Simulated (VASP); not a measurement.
# WSe2: lattice, stiffness and zone-centre modes, part 2 of 2

What lattice, stiffness and vibrations does WSe2 have at one level of theory? The starting structure is a measured crystal structure from the Crystallography Open Database. All runs use PBEsol + D3(BJ).

VASP 6.6.1.

So far. Step 2 (Relaxation): The relaxed cell holds 18.672 Å³ an atom, with a = 3.228 Å (-1.6 % against the database cell) and c = 12.413 Å (-4.2 % against the database cell). Pressures at 0.985 and 1.015 times this volume, from two more relaxations that aren't shown, give a bulk modulus of 70.3 GPa. Step 3 (Elastic constants): The elastic tensor has C11 = 228.5, C12 = 41.3, C44 = 38.5 GPa, among others; its Hill averages are a bulk modulus of 75.9 and a shear modulus of 60.4 GPa.

### Step 4. Modes of the relaxed cell

Level of this step: PBEsol with D3(BJ); plane waves and PAW (W, Se) (VASP).

The input, INCAR:

```
SYSTEM = WSe2
PREC = Accurate
ENCUT = 500
EDIFF = 1E-08
NELM = 100
ISMEAR = 0
SIGMA = 0.03
LREAL = .FALSE.
ALGO = Normal
GGA = PS
IVDW = 12
NBANDS = 24
LASPH = .TRUE.
LORBIT = 11
LWAVE = .FALSE.
LCHARG = .FALSE.
KPAR = 8
IBRION = 6
LEPSILON = .TRUE.
LPEAD = .TRUE.
ISIF = 2
NFREE = 2
POTIM = 0.015
NSW = 1
```

The input, POSCAR:

```
WSe2
1.0
    3.2282781584      0.0000000000      0.0000000000
   -1.6141390792      2.7957708956      0.0000000000
    0.0000000000      0.0000000000     12.4127871540
W Se
2 4
Direct
    0.6666666667      0.3333333333      0.7500000000
    0.3333333333      0.6666666667      0.2500000000
    0.6666666667      0.3333333333      0.3854674010
    0.3333333333      0.6666666667      0.8854674010
    0.6666666667      0.3333333333      0.1145325990
    0.3333333333      0.6666666667      0.6145325990
```

The input, KPOINTS:

```
Automatic mesh
0
Gamma
12 12 4
0 0 0
```

Potentials, in the order of the species: W and Se (PBE family, release 64).

Started as:

```console
$ mpirun -np 8 vasp_std
```

What it wrote:

```text
[... set-up lines as in an earlier step ...]
 entering main loop
       N       E                     dE             d eps       ncg     rms          rms(c)
DAV:   1     0.179735378253E+03    0.17974E+03   -0.15547E+04  2736   0.128E+03
DAV:   2    -0.335985952899E+02   -0.21333E+03   -0.20509E+03  3704   0.268E+02
DAV:   3    -0.482182737601E+02   -0.14620E+02   -0.14505E+02  3672   0.680E+01
DAV:   4    -0.484786459863E+02   -0.26037E+00   -0.25957E+00  3632   0.974E+00
[...]
DAV:  16    -0.465682937985E+02    0.10496E-06   -0.55366E-08  3448   0.123E-03    0.627E-04
DAV:  17    -0.465682938122E+02   -0.13701E-07   -0.11920E-08  2464   0.725E-04    0.449E-04
DAV:  18    -0.465682938060E+02    0.62132E-08   -0.37333E-09  2096   0.322E-04
 Linear response reoptimize wavefunctions to high precision
DAV:   1    -0.465682938092E+02    0.28645E+01   -0.10517E-09  2248   0.188E-04
DAV:   2    -0.465682938092E+02   -0.49340E-10   -0.28799E-10  1976   0.891E-05
 Linear response to external field, progress :
  Direction:   1
[...]
RMM:   4    -0.283226126626E+01    0.12546E-01   -0.11956E-01  4904   0.104E+00    0.889E-01
[...]
RMM:  12    -0.289130435652E+01    0.59040E-05   -0.79298E-06  5180   0.761E-04    0.158E-04
RMM:  13    -0.289130702701E+01   -0.26705E-05   -0.13261E-05  4861   0.533E-04    0.406E-05
RMM:  14    -0.289130781451E+01   -0.78749E-06   -0.26627E-05  3913   0.483E-04    0.671E-06
 change of polarisation eV/A/(eV/A) component  3 :    -0.055     0.110     5.519
 dielectric tensor                  component  3 :    -0.088     0.178     9.914
 Born effective charges drift removed
   1 F= -.49432808E+02 E0= -.49432808E+02  d E =-.108818E-13
[... from here on, the cycles between the ionic steps are left out ...]
   2 F= -.49430591E+02 E0= -.49430591E+02  d E =-.490693E-11
   3 F= -.49430591E+02 E0= -.49430591E+02  d E =-.656623E-11
   4 F= -.49429371E+02 E0= -.49429371E+02  d E =-.220560E-20
   5 F= -.49429371E+02 E0= -.49429371E+02  d E =-.221620E-20
   6 F= -.49431734E+02 E0= -.49431734E+02  d E =-.758948E-11
   7 F= -.49431734E+02 E0= -.49431734E+02  d E =-.725843E-11
   8 F= -.49430850E+02 E0= -.49430850E+02  d E =-.253792E-19
   9 F= -.49430834E+02 E0= -.49430834E+02  d E =-.150037E-11
 Finite differences progress:
  Degree of freedom:   4/  4
  Displacement:        2/  2
  Total:               8/  8
```

The job ended after 4 min (8 MPI ranks of Intel Xeon 6975P-C (Granite Rapids), shared host; peak memory 9.6 GiB; 31 min of CPU time).

OUTCAR, selected parts (step 4):

```text
 MACROSCOPIC STATIC DIELECTRIC TENSOR (including local field effects in DFT)
 ------------------------------------------------------
          15.862549     0.000000     0.000000
          -0.000000    15.862549    -0.000000
          -0.000000    -0.000000     9.914413
 ------------------------------------------------------

 Edisp (eV)   -2.86476

 Edisp (eV)   -2.86427

  Total       0.17225     0.17225     0.40954     0.00000     0.00000     0.00000
  in kB       2.46341     2.46341     5.85690     0.00000     0.00000     0.00000
  external pressure =        3.59 kB  Pullay stress =        0.00 kB

 POSITION                                       TOTAL-FORCE (eV/Angst)
 -----------------------------------------------------------------------------------
      1.61414      0.93192      9.30959        -0.000000      0.000000     -0.000915
     -0.00000      1.86385      3.10320         0.000000     -0.000000     -0.229287
      1.61414      0.93192      4.76972         0.000000     -0.000000      0.266229
     -0.00000      1.86385     10.99112        -0.000000      0.000000     -0.000836
      1.61414      0.93192      1.42167         0.000000      0.000000     -0.026021
     -0.00000      1.86385      7.62806        -0.000000     -0.000000     -0.009170
 -----------------------------------------------------------------------------------
    total drift:                                0.000000      0.000000      0.000037

 MACROSCOPIC STATIC DIELECTRIC TENSOR IONIC CONTRIBUTION
 ------------------------------------------------------
           0.344103     0.000000     0.000000
           0.000000     0.344103     0.000000
           0.000000     0.000000     0.125296
 ------------------------------------------------------

[... 1 part as in an earlier step ...]

[... 1 further part left out ...]
```

The log as kept lacks single lines of electronic cycles.

The zone-centre modes at 18.672 Å³ an atom are B1g (2) 314.8, A2u 310.5, A1g 261.1, B2u 253.1, E1g 179.6, E2u 176.1, B1g (1) 56.4, E2g 34.2 cm⁻¹.

### Step 5. Modes at 0.97 of that volume

Shape and positions were first relaxed at this volume, in a run that isn't shown.

INCAR is that of step 4.

The input, POSCAR:

```
WSe2
1.0
    3.2053796531      0.0000000000      0.0000000000
   -1.6026898266      2.7759402083      0.0000000000
    0.0000000000      0.0000000000     12.2130458278
W Se
2 4
Direct
    0.6666666667      0.3333333333      0.7500000000
    0.3333333333      0.6666666667      0.2500000000
    0.6666666667      0.3333333333      0.3879544986
    0.3333333333      0.6666666667      0.8879544986
    0.6666666667      0.3333333333      0.1120455014
    0.3333333333      0.6666666667      0.6120455014
```

KPOINTS is that of step 4.

Started as:

```console
$ mpirun -np 8 vasp_std
```

What it wrote:

```text
[... set-up lines as in an earlier step ...]
 entering main loop
       N       E                     dE             d eps       ncg     rms          rms(c)
DAV:   1     0.178110273993E+03    0.17811E+03   -0.15479E+04  2736   0.128E+03
DAV:   2    -0.336602347220E+02   -0.21177E+03   -0.20372E+03  3648   0.270E+02
DAV:   3    -0.480557946159E+02   -0.14396E+02   -0.14277E+02  3704   0.680E+01
DAV:   4    -0.483044803861E+02   -0.24869E+00   -0.24810E+00  3560   0.962E+00
[...]
DAV:  15    -0.464505452225E+02   -0.11462E-06   -0.26403E-07  3952   0.351E-03    0.209E-03
DAV:  16    -0.464505451340E+02    0.88503E-07   -0.46052E-08  3352   0.115E-03    0.594E-04
DAV:  17    -0.464505451376E+02   -0.36193E-08   -0.72352E-09  2328   0.595E-04
 Linear response reoptimize wavefunctions to high precision
DAV:   1    -0.464505451332E+02    0.29577E+01   -0.37662E-09  2792   0.277E-04
DAV:   2    -0.464505451332E+02   -0.21828E-10   -0.27741E-10  2096   0.110E-04
 Linear response to external field, progress :
  Direction:   1
[...]
RMM:   4    -0.309301449807E+01    0.38971E-02   -0.10647E-01  4880   0.102E+00    0.949E-01
[...]
RMM:  12    -0.315187936406E+01    0.37243E-05   -0.30676E-04  5219   0.573E-04    0.144E-04
RMM:  13    -0.315188678320E+01   -0.74191E-05   -0.36743E-04  4669   0.392E-04    0.377E-05
RMM:  14    -0.315188532717E+01    0.14560E-05   -0.35608E-04  3755   0.355E-04    0.485E-06
 change of polarisation eV/A/(eV/A) component  3 :    -0.066     0.145     6.037
 dielectric tensor                  component  3 :    -0.111     0.242    11.052
 Born effective charges drift removed
   1 F= -.49408271E+02 E0= -.49408271E+02  d E =-.223112E-15
[... from here on, the cycles between the ionic steps are left out ...]
   2 F= -.49406008E+02 E0= -.49406008E+02  d E =-.145651E-15
   3 F= -.49406008E+02 E0= -.49406008E+02  d E =-.141051E-15
   4 F= -.49404753E+02 E0= -.49404753E+02  d E =-.415415E-15
   5 F= -.49404753E+02 E0= -.49404753E+02  d E =-.414967E-15
   6 F= -.49407170E+02 E0= -.49407170E+02  d E =-.228630E-15
   7 F= -.49407170E+02 E0= -.49407170E+02  d E =-.227209E-15
   8 F= -.49406304E+02 E0= -.49406304E+02  d E =-.395472E-14
   9 F= -.49406171E+02 E0= -.49406171E+02  d E =-.176358E-16
 Finite differences progress:
  Degree of freedom:   4/  4
  Displacement:        2/  2
  Total:               8/  8
```

Elapsed: 3.8 min, on 8 MPI ranks; peak memory 9.4 GiB; 29 min of CPU time.

OUTCAR, selected parts (step 5):

```text
 MACROSCOPIC STATIC DIELECTRIC TENSOR (including local field effects in DFT)
 ------------------------------------------------------
          16.164334    -0.000000     0.000000
          -0.000000    16.164334     0.000000
           0.000000     0.000000    11.052065
 ------------------------------------------------------

 Edisp (eV)   -2.95795

 Edisp (eV)   -2.95750

  Total       1.84603     1.84603     2.06362    -0.00000    -0.00000    -0.00000
  in kB      27.21667    27.21667    30.42479    -0.00000    -0.00000    -0.00000
  external pressure =       28.29 kB  Pullay stress =        0.00 kB

 POSITION                                       TOTAL-FORCE (eV/Angst)
 -----------------------------------------------------------------------------------
      1.60269      0.92531      9.15978        -0.000000      0.000000     -0.001568
     -0.00000      1.85063      3.05326        -0.000000     -0.000000     -0.233526
      1.60269      0.92531      4.72311         0.000000     -0.000000      0.279430
     -0.00000      1.85063     10.84463        -0.000000     -0.000000      0.003074
      1.60269      0.92531      1.36842        -0.000000     -0.000000     -0.030380
     -0.00000      1.85063      7.47494        -0.000000      0.000000     -0.017029
 -----------------------------------------------------------------------------------
    total drift:                               -0.000000     -0.000000      0.000004

 MACROSCOPIC STATIC DIELECTRIC TENSOR IONIC CONTRIBUTION
 ------------------------------------------------------
           0.368557    -0.000000    -0.000000
          -0.000000     0.368557     0.000000
          -0.000000     0.000000     0.146240
 ------------------------------------------------------

[... 1 part as in an earlier step ...]

[... 1 further part left out ...]
```

The zone-centre modes at 18.112 Å³ an atom are B1g (2) 319.4, A2u 313.7, A1g 266.8, B2u 255.7, E1g 182.5, E2u 177.7, B1g (1) 66.8, E2g 39.5 cm⁻¹.

### Step 6. Modes at 1.03 of that volume

Shape and positions were first relaxed at this volume, in a run that isn't shown.

INCAR is that of step 5.

The input, POSCAR:

```
WSe2
1.0
    3.2467236526      0.0000000000      0.0000000000
   -1.6233618263      2.8117451622      0.0000000000
    0.0000000000      0.0000000000     12.6403115717
W Se
2 4
Direct
    0.6666666667      0.3333333333      0.7500000000
    0.3333333333      0.6666666667      0.2500000000
    0.6666666667      0.3333333333      0.3827957887
    0.3333333333      0.6666666667      0.8827957887
    0.6666666667      0.3333333333      0.1172042113
    0.3333333333      0.6666666667      0.6172042113
```

KPOINTS is that of step 5.

Started as:

```console
$ mpirun -np 8 vasp_std
```

What it wrote:

```text
[... set-up lines as in an earlier step ...]
 entering main loop
       N       E                     dE             d eps       ncg     rms          rms(c)
DAV:   1     0.182340390076E+03    0.18234E+03   -0.15603E+04  2736   0.128E+03
DAV:   2    -0.335180995159E+02   -0.21586E+03   -0.20791E+03  3688   0.267E+02
DAV:   3    -0.483276699596E+02   -0.14810E+02   -0.14504E+02  3696   0.675E+01
DAV:   4    -0.485947966476E+02   -0.26713E+00   -0.26650E+00  3632   0.999E+00
[...]
DAV:  16    -0.466372079832E+02    0.10421E-06   -0.73595E-08  3488   0.142E-03    0.597E-04
DAV:  17    -0.466372079981E+02   -0.14921E-07   -0.14443E-08  2552   0.795E-04    0.463E-04
DAV:  18    -0.466372079947E+02    0.34752E-08   -0.49743E-09  2096   0.348E-04
 Linear response reoptimize wavefunctions to high precision
DAV:   1    -0.466372079977E+02    0.27760E+01   -0.11519E-09  2280   0.206E-04
DAV:   2    -0.466372079978E+02   -0.79126E-10   -0.30363E-10  2016   0.845E-05
 Linear response to external field, progress :
  Direction:   1
[...]
RMM:   4    -0.258326157646E+01    0.26525E-01   -0.14456E-01  4903   0.108E+00    0.834E-01
[...]
RMM:  13    -0.264183275609E+01   -0.14935E-05   -0.14826E-05  4939   0.627E-04    0.320E-05
RMM:  14    -0.264183296236E+01   -0.20627E-06   -0.24489E-05  3559   0.563E-04    0.114E-05
RMM:  15    -0.264183307775E+01   -0.11539E-06   -0.10633E-05  3412   0.560E-04    0.614E-06
 change of polarisation eV/A/(eV/A) component  3 :    -0.043     0.084     5.024
 dielectric tensor                  component  3 :    -0.068     0.132     8.879
 Born effective charges drift removed
   1 F= -.49413242E+02 E0= -.49413242E+02  d E =-.385751E-20
[... from here on, the cycles between the ionic steps are left out ...]
   2 F= -.49411061E+02 E0= -.49411061E+02  d E =-.902750E-19
   3 F= -.49411061E+02 E0= -.49411061E+02  d E =-.730145E-12
   4 F= -.49409870E+02 E0= -.49409870E+02  d E =-.997219E-14
   5 F= -.49409870E+02 E0= -.49409870E+02  d E =-.992542E-14
   6 F= -.49412189E+02 E0= -.49412189E+02  d E =-.611461E-14
   7 F= -.49412189E+02 E0= -.49412189E+02  d E =-.172550E-14
   8 F= -.49411350E+02 E0= -.49411350E+02  d E =-.151142E-14
   9 F= -.49411311E+02 E0= -.49411311E+02  d E =-.366790E-14
 Finite differences progress:
  Degree of freedom:   4/  4
  Displacement:        2/  2
  Total:               8/  8
```

Wall time 4.3 min (8 MPI ranks); peak memory 9.9 GiB.

OUTCAR, selected parts (step 6):

```text
 MACROSCOPIC STATIC DIELECTRIC TENSOR (including local field effects in DFT)
 ------------------------------------------------------
          15.555120    -0.000000     0.000000
           0.000000    15.555120     0.000000
           0.000000     0.000000     8.878588
 ------------------------------------------------------

 Edisp (eV)   -2.77629

 Edisp (eV)   -2.77578

  Total      -1.10685    -1.10685    -0.86244     0.00000    -0.00000     0.00000
  in kB     -15.36807   -15.36807   -11.97458     0.00000    -0.00000     0.00000
  external pressure =      -14.24 kB  Pullay stress =        0.00 kB

 POSITION                                       TOTAL-FORCE (eV/Angst)
 -----------------------------------------------------------------------------------
      1.62336      0.93725      9.48023         0.000000     -0.000000     -0.000348
     -0.00000      1.87450      3.16008        -0.000000      0.000000     -0.226264
      1.62336      0.93725      4.82366         0.000000     -0.000000      0.259777
     -0.00000      1.87450     11.15881         0.000000      0.000000      0.000007
      1.62336      0.93725      1.48150        -0.000000      0.000000     -0.026489
     -0.00000      1.87450      7.80165         0.000000      0.000000     -0.006683
 -----------------------------------------------------------------------------------
    total drift:                               -0.000000     -0.000000     -0.000048

 MACROSCOPIC STATIC DIELECTRIC TENSOR IONIC CONTRIBUTION
 ------------------------------------------------------
           0.324063     0.000000     0.000000
           0.000000     0.324063     0.000000
           0.000000     0.000000     0.100846
 ------------------------------------------------------

[... 1 part as in an earlier step ...]

[... 1 further part left out ...]
```

The zone-centre modes at 19.232 Å³ an atom are B1g (2) 311.2, A2u 308.1, A1g 256.4, B2u 251.2, E1g 177.3, E2u 174.8, B1g (1) 45.7, E2g 29.0 cm⁻¹.

### Step 7. All runs side by side

```csv
run,volume (Å³/atom),B1g (2),A2u,A1g,B2u,E1g,E2u,B1g (1),E2g,core minutes
relaxation,18.672,-,-,-,-,-,-,-,-,0.987
elastic constants,18.672,-,-,-,-,-,-,-,-,45.2
modes of the relaxed cell,18.672,314.8,310.5,261.1,253.1,179.6,176.1,56.4,34.2,32.4
modes at 0.97 of that volume,18.112,319.4,313.7,266.8,255.7,182.5,177.7,66.8,39.5,30.3
modes at 1.03 of that volume,19.232,311.2,308.1,256.4,251.2,177.3,174.8,45.7,29.0,34.1
```

Modes are in cm⁻¹, degenerate ones as one, matched by symmetry and order. A number in brackets counts the listed modes of one symmetry from the lowest. The symmetry labels come from an automatic analysis and can be wrong where levels nearly coincide. Levels within 1 cm⁻¹ of another in the first mode run are left out, since their labels are uncertain. Core minutes are wall time times ranks of the run shown, on a shared host.

### Step 8. Results

```yaml
relaxed_volume: 18.67 Å³/atom
bulk_modulus_from_two_volumes: 70.3 GPa
hill_shear_modulus: 60.4 GPa
mode_b1g_2: 314.8 cm⁻¹
mode_a2u: 310.5 cm⁻¹
mode_a1g: 261.1 cm⁻¹
mode_b2u: 253.1 cm⁻¹
mode_e1g: 179.6 cm⁻¹
mode_e2u: 176.1 cm⁻¹
mode_b1g_1: 56.4 cm⁻¹
mode_e2g: 34.2 cm⁻¹
grueneisen_parameter_of_b1g_2: 0.43
grueneisen_parameter_of_a2u: 0.30
grueneisen_parameter_of_a1g: 0.66
grueneisen_parameter_of_b2u: 0.30
grueneisen_parameter_of_e1g: 0.48
grueneisen_parameter_of_e2u: 0.28
grueneisen_parameter_of_b1g_1: 6.30
grueneisen_parameter_of_e2g: 5.15
```

In words: At the PBEsol + D3(BJ) level WSe2 relaxes to 18.67 Å³ an atom. The bulk modulus is 70.3 GPa from the pressures at two volumes and 75.9 GPa as the Hill average of the elastic tensor; in a crystal this anisotropic the average lies above the modulus under even pressure, since it is the mean of an upper and a lower bound. The mode Grüneisen parameters, from the cells at 0.97 and 1.03 of the volume, run from 0.28 (E2u) to 6.30 (B1g (1)). The dielectric constants and Born charges in the logs aren't compared here; at a small gap they can be far off, and in a run without a gap they mean nothing. The frequencies are harmonic, and the splitting of polar modes by their long-range field is left out. All values are for a static lattice. Further runs on this material are not shown.

[Lines on the potential files, build, host, timing and source positions are cut from VASP's logs without a mark.]

[Logs are printed without paths, hosts, clocks, repeated set-up lines and the standing remarks that a program may print on its own settings, such as how far it seeks lower states.]

[Hosts, paths, dates, database ids (printed as entryN), source tags and the programs' standing remarks are cut or masked in the printed files.]
